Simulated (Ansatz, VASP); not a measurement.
# Cross-check of Zn (Zinc) between VASP and Ansatz

One calculation is typed for both programs; each brings its own data sets. How far apart do they land? The structure shown comes from an earlier Ansatz run, which isn't shown and may have moved the atoms alone.

Program: Ansatz 0.2.0. Level of theory: plane waves, with VASP 6.6.1 beside it; elastic constants at PBE. Results are calculated unless marked as measured.

### 1. The structure

It takes space group P6_3/mmc (No. 194, hexagonal). The conventional cell has a = 2.641 Å, b = 2.641 Å, c = 5.066 Å, α = 90.00°, β = 90.00°, γ = 120.00°. Zn has 12 Zn at 2.64 to 2.96 Å nearest.

### 2. Ansatz: elastic constants, PBE

Ansatz runs on its default PAW (the set named soft_2) files.

Elastic constants are differences of stresses under small strains, so they test the stress and the mesh.

File input.yaml:

```yaml
crystal:
  lattice:
    - [2.6414237158, 0.0, 0.0]
    - [-1.3207118579, 2.28754004, 0.0]
    - [0.0, 0.0, 5.0657763996]
  atoms:
    - { symbol: Zn, position: [0.3333333333, 0.6666666667, 0.25] }
    - { symbol: Zn, position: [0.6666666667, 0.3333333333, 0.75] }
kpoints:
  mp_grid: { grid: [24, 24, 10] }
hamiltonian:
  xc: pbe
scf:
  occupations: { method: fermi_dirac, width: 0.15 }
output:
  forces: true
  stress: true
  eigenvalues: true
elastic:
  mode: relaxed_ion
  amplitude: 0.01
```

On the command line:

```
$ ansatz run input.yaml --threads 8 --pin off --max-ram 14336MiB --backend cpu --events-out ev --progress --plain --runs-dir out
```

Numbers of over 12 decimals in the logs are rounded to 6 here.

Output:

```text
band count auto-derived: 17 (N_el = 24.0; filled up to band 12; 16 by the electrons, moments and atoms)
Engine: ansatz 0.2.0, aarch64-unknown-linux-gnu
Pseudopotentials: kind: paw
Pseudopotential: Zn, paw, valence charge 12, recommended cutoff 420 eV (normal), Zn.paw.azcp
Functional definition: PBE
  parameter kappa = 0.804
  parameter beta = 0.066725
  exchange = pbe_x(kappa = kappa, mu = beta*pi^2/3)
  correlation = pbe_c(beta = beta)
Crystal: 2 atoms, lattice volume = 30.609 Å³
Basis set: ecut = 420 eV, 623 PW (Γ), exchange–correlation on 40×40×72 points (8 copies of the dense FFT grid, shifted against one another)
Bands: 17, of which v1, the nominal top of the filled ones, is band 12 counted from 1 (11 counted from 0)
Symmetry: 24 space group operations
Space group: P63/mmc (ITA 194), of the structure as read, at distance tolerance 3.1e-5 Å
k-points: 366 of 5760
Non-local potential: Zn, projectors of the file, l = 0: 2, l = 1: 2, l = 2: 3, l = 3: 1
PAW form: soft (Blöchl's): semilocal exchange-correlation on the pseudo side does not see the compensation charge
PAW one-centre angular grid: Zn, 590 points (default); XC on 64 Gauss nodes
Initial density: superposition of atomic densities (neutral atoms: chi_scale 0, normalization atom), corrected by the library's trained network
Initial wavefunctions: pseudopotential atomic-orbital guess
Functional: x = pbe(κ = 0.804, μ = 0.219515), c = pbe(β = 0.066725)
SCF iter   1: F=—  HF=-6638.078035 eV  |F-HF|=—  |Δ(HF+E_count)|=         —  Δρ=1.18e-3  dr2=3.33e-4  ethr=1.77e-3  ⟨swp⟩=5.0  Hψ=30412  notcnv=0
preconditioner: auto → none  [metal: Δε(μ)=0.032 eV  Ē_g=14.073 eV  σ=0.150 eV  W_gap=0.05  n_scr=4 (ndim 8)  ℏωp=32.9 eV  f_vac=0.000  D(μ)=0.39/eV (n_scr^D=2)  sad-step TF]
SCF iter   2: F=—  HF=-6638.078229 eV  |F-HF|=—  |Δ(HF+E_count)|=   1.94e-4  Δρ=8.17e-4  dr2=1.68e-4  ethr=1.39e-6  ⟨swp⟩=2.3  Hψ=13953  notcnv=0
SCF iter   3: F=—  HF=-6638.078220 eV  |F-HF|=—  |Δ(HF+E_count)|=   8.74e-6  Δρ=4.55e-4  dr2=3.86e-5  ethr=7.01e-7  ⟨swp⟩=2.0  Hψ=10472  notcnv=0
SCF iter   4: F=—  HF=-6638.078221 eV  |F-HF|=—  |Δ(HF+E_count)|=   5.23e-7  Δρ=1.69e-4  dr2=5.16e-6  ethr=1.61e-7  ⟨swp⟩=2.4  Hψ=10395  notcnv=0
SCF iter   5: F=—  HF=-6638.078219 eV  |F-HF|=—  |Δ(HF+E_count)|=   1.45e-6  Δρ=1.68e-5  dr2=4.75e-8  ethr=2.15e-8  ⟨swp⟩=2.0  Hψ=9880  notcnv=0
SCF iter   6: F=—  HF=-6638.078218 eV  |F-HF|=—  |Δ(HF+E_count)|=   6.95e-7  Δρ=1.16e-5  dr2=2.26e-8  ethr=1.98e-10  ⟨swp⟩=2.0  Hψ=10640  notcnv=0
SCF iter   7: F=—  HF=-6638.078218 eV  |F-HF|=—  |Δ(HF+E_count)|=   3.43e-9  Δρ=6.49e-6  dr2=7.07e-9  ethr=9.42e-11  ⟨swp⟩=1.1  Hψ=6630  notcnv=0
SCF iter   8: F=—  HF=-6638.078218 eV  |F-HF|=—  |Δ(HF+E_count)|=   1.97e-9  Δρ=2.60e-6  dr2=1.13e-9  ethr=2.95e-11  ⟨swp⟩=2.0  Hψ=9936  notcnv=0
SCF iter   9: F=—  HF=-6638.078218 eV  |F-HF|=—  |Δ(HF+E_count)|=  3.66e-10  Δρ=6.71e-7  dr2=7.54e-11  ethr=4.71e-12  ⟨swp⟩=2.3  Hψ=10076  notcnv=0
SCF iter  10: F=-6638.078218 eV  HF=-6638.078218 eV  |F-HF|=1.82e-12  |Δ(HF+E_count)|=  2.09e-11  Δρ=2.46e-8  dr2=9.78e-14  ethr=1.00e-12  ⟨swp⟩=5.2  Hψ=33404  notcnv=0
SCF 1 converged in 10 iterations: F = -6638.078218 eV  dr2 = 9.78e-14
  greatest PAW one-centre occupation: 0.981 electrons in one spin orbital (limit 2), on the Zn atom at site 1 (counted from 0), in its partial waves of l = 2
Crystal: 2 atoms, lattice volume = 29.997 Å³
Basis set: ecut = 420 eV, 615 PW (Γ), exchange–correlation on 40×40×72 points (8 copies of the dense FFT grid, shifted against one another)
Symmetry: 8 space group operations
k-points: 942 of 5760
Initial density: handed on by an earlier stage of this run
Initial wavefunctions: pseudopotential atomic-orbital guess (no wavefunctions were taken with the density)
[...]
preconditioner: auto → none  [metal: Δε(μ)=0.024 eV  Ē_g=13.562 eV  σ=0.150 eV  W_gap=0.04  n_scr=4 (ndim 8)  ℏωp=33.2 eV  f_vac=0.000  D(μ)=0.38/eV (n_scr^D=2)]
[...]
SCF 33 converged in 8 iterations: F = -6638.077066 eV  dr2 = 3.20e-15
relax step   2: F+E_penalty+E_count = -6638.07706587 eV  Δ(F+E_penalty+E_count) = -1.979e-6 eV  max|allowed force component| = 1.270e-4 eV/Å  Δτ_max = 0.0015 Å  (8 SCF iters, accepted)
[...]
SCF 34 converged in 6 iterations: F = -6638.077066 eV  dr2 = 6.05e-14
relax step   3: F+E_penalty+E_count = -6638.07706587 eV  Δ(F+E_penalty+E_count) = -4.376e-9 eV  max|allowed force component| = 3.263e-7 eV/Å  Δτ_max = 0.0000 Å  (6 SCF iters, accepted)
iter 1 solved again at ethr=1.00e-12 eV; its pass at ethr=3.10e-3 eV (dr2=2.71e-11 eV) is discarded
SCF iter   1: F=—  HF=-6638.077064 eV  |F-HF|=—  |Δ(HF+E_count)|=         —  Δρ=4.73e-7  dr2=2.86e-11  ethr=1.00e-12  ⟨swp⟩=2.6  Hψ=150717  notcnv=0
SCF iter   2: F=—  HF=-6638.077066 eV  |F-HF|=—  |Δ(HF+E_count)|=   2.00e-6  Δρ=4.46e-7  dr2=3.03e-11  ethr=1.19e-13 (applied; sched 1.00e-12)  ⟨swp⟩=3.1  Hψ=59481  notcnv=0
SCF iter   3: F=—  HF=-6638.077066 eV  |F-HF|=—  |Δ(HF+E_count)|=  1.18e-11  Δρ=1.79e-7  dr2=4.37e-12  ethr=1.26e-13 (applied; sched 1.00e-12)  ⟨swp⟩=2.0  Hψ=40464  notcnv=0
SCF iter   4: F=—  HF=-6638.077066 eV  |F-HF|=—  |Δ(HF+E_count)|=  1.82e-12  Δρ=1.37e-7  dr2=2.48e-12  ethr=1.82e-14 (applied; sched 1.00e-12)  ⟨swp⟩=1.0  Hψ=25738  notcnv=0
SCF iter   5: F=—  HF=-6638.077066 eV  |F-HF|=—  |Δ(HF+E_count)|=  9.09e-13  Δρ=8.67e-8  dr2=9.60e-13  ethr=1.03e-14 (applied; sched 1.00e-12)  ⟨swp⟩=1.0  Hψ=25739  notcnv=0
SCF iter   6: F=—  HF=-6638.077066 eV  |F-HF|=—  |Δ(HF+E_count)|=  1.82e-12  Δρ=6.76e-8  dr2=5.83e-13  ethr=4.00e-15 (applied; sched 1.00e-12)  ⟨swp⟩=1.0  Hψ=25741  notcnv=0
SCF iter   7: F=—  HF=-6638.077066 eV  |F-HF|=—  |Δ(HF+E_count)|=  9.09e-13  Δρ=5.70e-8  dr2=4.14e-13  ethr=2.43e-15 (applied; sched 1.00e-12)  ⟨swp⟩=1.0  Hψ=25738  notcnv=0
SCF iter   8: F=—  HF=-6638.077066 eV  |F-HF|=—  |Δ(HF+E_count)|=  9.09e-13  Δρ=3.50e-8  dr2=1.57e-13  ethr=1.73e-15 (applied; sched 1.00e-12)  ⟨swp⟩=1.0  Hψ=25738  notcnv=0
SCF iter   9: F=-6638.077066 eV  HF=-6638.077066 eV  |F-HF|=3.64e-12  |Δ(HF+E_count)|=  2.73e-12  Δρ=1.10e-8  dr2=1.52e-14  ethr=1.00e-12  ⟨swp⟩=4.3  Hψ=89352  notcnv=0
SCF 35 converged in 9 iterations: F = -6638.077066 eV  dr2 = 1.52e-14
SCF converged after 10 iterations
Free energy (F): -6638.078218 eV
Harris-Foulkes:  -6638.078218 eV  (|F-HF|=1.82e-12)
Internal energy: -6638.047618 eV  (E = F + TS)
E sigma→0 (E₀):  -6638.062918 eV
Entropy (-TS):   -0.030601 eV (-15.300 meV/atom)
Fermi energy:    10.915091 eV
--- Per-component energies (eV) ---
  E_band       = 95.226723
  E_kinetic    = 261.958524
  E_local      = -3089.183882  (includes V_loc(G=0)·N_el)
  E_nonlocal   = 1220.795917
  E_hartree    = 1294.962187
  E_xc         = -275.476308
  E_vxc        = -105.292759  (∫ρ·V_xc dr)
  E_paw        = -3649.303480  (= ΣΔE_a)
  E_vpaw       = -782.974753  (= ΣTr[D̂ρ^β])
  E_aug_tail   = -0.000720  (compensation charges beyond the density's cutoff)
  E_ewald      = -2401.799856
  E_smearing   = -0.030601  (= −TS)
  E_closure    = 0.000000  (closes the sum)
  Σ components = -6638.078218   (vs F -6638.078218, Δ=0.00e0)
--- Forces (eV/Å), atoms counted from 1 ---
  atom   1  Zn    -0.00000000     0.00000000     0.00000000
  atom   2  Zn     0.00000000    -0.00000000     0.00000000
  max |Σ_I F_I| component: 1.85e-17 eV/Å
--- Stress (GPa, compression-positive) ---
       -0.003429       0.000000       0.000000
        0.000000      -0.003429       0.000000
        0.000000       0.000000      -0.006460
  P = ⅓ Tr σ = -0.0044 GPa (-0.044 kbar)
--- Band table (eV; the first three rows and the last of 366) ---
  k-point 0: bands = [... 8 lower, 3.7075, 3.8824, 3.8824, 7.2097, 7.5520, 23.3749, 27.1118, 28.8935, ... 1 higher]
  k-point 1: bands = [... 8 lower, 3.7131, 3.8792, 3.8792, 6.2162, 8.6732, 22.3556, 28.1930, 28.9505, ... 1 higher]
  k-point 2: bands = [... 8 lower, 3.7289, 3.8696, 3.8696, 5.2108, 10.0671, 20.5268, 29.1183, 29.1183, ... 1 higher]
  k-point 365: bands = [... 8 lower, 3.8581, 3.8581, 12.0580, 12.0580, 12.8390, 12.8390, 13.2580, 13.2580, ... 1 higher]
--- Elastic constants: 3 strain directions × 4 members + reference (group order 24) ---
  dense FFT box of the reference and of every strained cell: 20×20×36
  strains applied: 11, 33, 23; error gains: componentwise 1.00 (the most a stress slope's error grows in a printed constant), spectral 1.41 (1 for all six strains in a standard setting)
  C = ∂σ_k/∂η_j (tension-positive GPa; Voigt order 11 22 33 23 13 12):
       173.902     40.649     40.841      0.000      0.000     -0.000
        40.649    173.902     40.841      0.000      0.000     -0.000
        40.876     40.876     66.928      0.000      0.000      0.000
         0.000      0.000      0.000     30.585      0.000      0.000
         0.000      0.000      0.000      0.000     30.585      0.000
         0.000     -0.000     -0.000      0.000      0.000     66.626
  reference stress σ⁰ (GPa):      0.003      0.003      0.006     -0.000     -0.000     -0.000
  C* (energy form; C + prestress term) asymmetry max|C*_kj − C*_jk| = 3.774e-2 GPa — a small one proves nothing (zero by symmetry where the batch's group is 432, −43m or m−3m); a large one is finite-difference/SCF noise where every solve meets its electron count
  moduli (Voigt/Reuss/Hill, GPa): K = 73.27/59.58/66.43   G = 45.05/36.95/41.00   E = 102.02   ν = 0.244
  mechanically stable: yes (min eigenvalue of sym C = 30.58 GPa)
  strain η (Voigt 11):  stress-route row diagonal C_11 = 173.90 GPa, energy-path curvature d²(F+E_count+ΔE)/dδ²/Ω₀ = 173.94 GPa
    cells at ±δ against ±2δ: C11 173.37 and 171.78 GPa, apart by 0.91 % of the column's largest entry
         δ    σ_11 (GPa)             F (eV)   n_scf  n_hpsi   n_pw
    -2.000e-2      -3.9292       -6638.0709940       8  300770    619   relax 3 steps, max|allowed force component| 8.91e-6 eV/Å
    -1.000e-2      -1.8553       -6638.0764866       8  300104    627   relax 2 steps, max|allowed force component| 5.70e-6 eV/Å
     1.000e-2       1.6121       -6638.0766346       8  298901    635   relax 3 steps, max|allowed force component| 3.34e-7 eV/Å
     2.000e-2       2.9422       -6638.0722389       8  298103    639   relax 3 steps, max|allowed force component| 1.41e-6 eV/Å
  strain η (Voigt 33):  stress-route row diagonal C_33 = 66.93 GPa, energy-path curvature d²(F+E_count+ΔE)/dδ²/Ω₀ = 66.95 GPa
    cells at ±δ against ±2δ: C33 66.63 and 65.73 GPa, apart by 1.34 % of the column's largest entry
         δ    σ_33 (GPa)             F (eV)   n_scf  n_hpsi   n_pw
    -2.000e-2      -1.3892       -6638.0756050       8  134556    609   relax 0 steps, max|allowed force component| 7.40e-17 eV/Å
    -1.000e-2      -0.6807       -6638.0775793       5  119376    623   relax 0 steps, max|allowed force component| 3.70e-17 eV/Å
     1.000e-2       0.6519       -6638.0775811       6  128468    631   relax 0 steps, max|allowed force component| 8.33e-17 eV/Å
     2.000e-2       1.2401       -6638.0757648       8  127632    635   relax 0 steps, max|allowed force component| 1.85e-16 eV/Å
  strain η (Voigt 23):  stress-route row diagonal C_44 = 30.58 GPa, energy-path curvature d²(F+E_count+ΔE)/dδ²/Ω₀ = 30.59 GPa
    cells at ±δ against ±2δ: C44 30.39 and 29.81 GPa, apart by 1.90 % of the column's largest entry
         δ    σ_23 (GPa)             F (eV)   n_scf  n_hpsi   n_pw
    -2.000e-2      -0.5962       -6638.0770659       9  506116    628   relax 3 steps, max|allowed force component| 4.80e-5 eV/Å
    -1.000e-2      -0.3039       -6638.0779266       8  485334    626   relax 2 steps, max|allowed force component| 1.88e-5 eV/Å
     1.000e-2       0.3039       -6638.0779266       9  548901    626   relax 3 steps, max|allowed force component| 3.71e-5 eV/Å
     2.000e-2       0.5961       -6638.0770659       9  493006    628   relax 3 steps, max|allowed force component| 3.26e-7 eV/Å
```

In the SCF lines HF is the Harris–Foulkes energy and dr2 the Hartree energy of the density residual, in eV; the loop may stop once dr2 is under the threshold and the program's other checks hold. Hψ counts applications of the Hamiltonian.

[end of part 1 of 2]

[Lines on the potential files, build, host, timing and source positions are cut from VASP's logs without a mark.]

[Logs are printed without paths, hosts, clocks, repeated set-up lines and the standing remarks that a program may print on its own settings, such as how far it seeks lower states.]

[Hosts, paths, dates, database ids (printed as entryN), source tags and the programs' standing remarks are cut or masked in the printed files.]
